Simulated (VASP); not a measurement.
Write the native input for VASP 6.6.1 that does the following.

- Task: single point
- Functional: PBEsol
- Potentials or basis: VASP PAW PBE potentials, release 64 (Na_pv, Au, O)
- Cutoff: 520 eV
- k mesh: 1 × 1 × 2
- Occupations: fermi-dirac, width 0.05 eV
- Spin: no spin polarisation
- Dipole correction: no
- Further INCAR settings: LREAL = Auto; ALGO = Normal; EDIFF = 1e-07; NBANDS = 116

The structure of Na11Au4O12 (a cell with a defect) lies in POSCAR:

```
Na11Au4O12
1.0
    9.4310460000      0.0000000000      0.0000000000
    0.0000000000      9.4310460000      0.0000000000
    0.0000000000      0.0000000000      4.5537920000
Na Au O
11 4 12
Direct
    0.1628027262      0.6398441912     -0.0688437241
    0.8407338910      0.6342562638      0.4447063019
    0.3856836241      0.6852368231      0.4676542099
    0.9074603178      0.8566600142     -0.0640345453
    0.3981000623      0.9209582903      0.0789012761
    0.6416467484      0.8590457517      0.6603068388
    0.4143230772      0.1286495687      0.6101947564
    0.1235812019      0.1495698356     -0.1525102596
    0.6633410546      0.3181301417      0.5299539373
    0.1221285529      0.3970609411      0.4158951485
    0.9203751100      0.3870196371      0.0411964358
    0.6181604882      0.6220943043      0.0240239343
    0.1206971104      0.8847905100      0.4897676486
    0.8724588980      0.0888766739      0.4877034349
    0.3677216716      0.3958945805      0.0013175832
    0.4032744618      0.6010786078     -0.0873118491
    0.8424516220      0.6440961056     -0.0290527104
    0.1182159434      0.6568412454      0.4462654421
    0.6083736629      0.8269814398      0.1194828398
    0.3242800427      0.9046292426      0.5278677638
    0.9036855509      0.8751839404      0.4965532023
    0.0765132521      0.0927044572      0.3601394179
    0.6564595274      0.0829070286      0.6042217124
    0.3878360894      0.1832352424      0.1115334209
    0.8888197555      0.2925762423      0.5760254311
    0.1759295841      0.3882602206     -0.0901885725
    0.5847389568      0.4065402714     -0.0176556154
```

One way to write it, as run:

INCAR

```
  ALGO = Normal
  EDIFF = 1E-7
  ENCUT = 520
  GGA = PS
  ISIF = 2
  ISMEAR = -1
  LASPH = True
  LCHARG = False
  LREAL = Auto
  LWAVE = False
  NBANDS = 116
  NELM = 80
  PREC = Accurate
  SIGMA = 0.05
```

KPOINTS

```
k-points
0
Gamma
  1 1 2
```

Potentials or basis: VASP PAW PBE potentials, release 64 (Na_pv, Au, O).

The run is started by

```bash
$ cat potpaw_PBE.64/Na_pv/POTCAR potpaw_PBE.64/Au/POTCAR potpaw_PBE.64/O/POTCAR > POTCAR
$ mpirun -np 1 vasp_std > vasp.out
```

It gave:

```
Pressure               : 0.0 GPa
Largest force          : 5.467 eV/Å
Band gap on the k mesh : none (metal or under the smearing width)
```

Caveat: the k mesh is coarse (spacing up to 0.69 Å⁻¹), so the values aren't converged; the PAW data sets were made with another functional, which shifts forces and pressure a little; an odd number of electrons without spin polarisation forces a metal; a magnetic or distorted state may lie lower.

It took 3.4 min on 1 thread of Intel(R) Xeon(R) 6975P-C (Granite Rapids), with other jobs on the host, peak memory 0.43 GiB.
